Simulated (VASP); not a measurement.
Consider the following.

```xyz
2
Lattice="0.0000 2.3826 2.3826 2.3826 0.0000 2.3826 2.3826 2.3826 0.0000" Properties=species:S:1:pos:R:3 pbc="T T T"
Hf     0.0000     0.0000     0.0000
C      2.3826     2.3826     2.3826
```

The numbers are results of RPBE GGA, VASP's PBE PAW potentials (set 64) (plane waves; VASP 6.6.1), not measurements. Settings: 520 eV cut-off, 13×13×13 Γ-centred mesh, first-order Methfessel-Paxton smearing of 0.10 eV, potentials Hf_pv C.

### Question
Give the stress tensor in GPa (positive for a compressed cell).

### Answer

```
-11.94    0.00    0.00
  0.00  -11.94    0.00
  0.00    0.00  -11.94
```
The pressure is its mean diagonal, -11.94 GPa.

The compound is HfC in the rock salt structure. This cell is one point of a volume scan, at 1.06 of the reference volume.
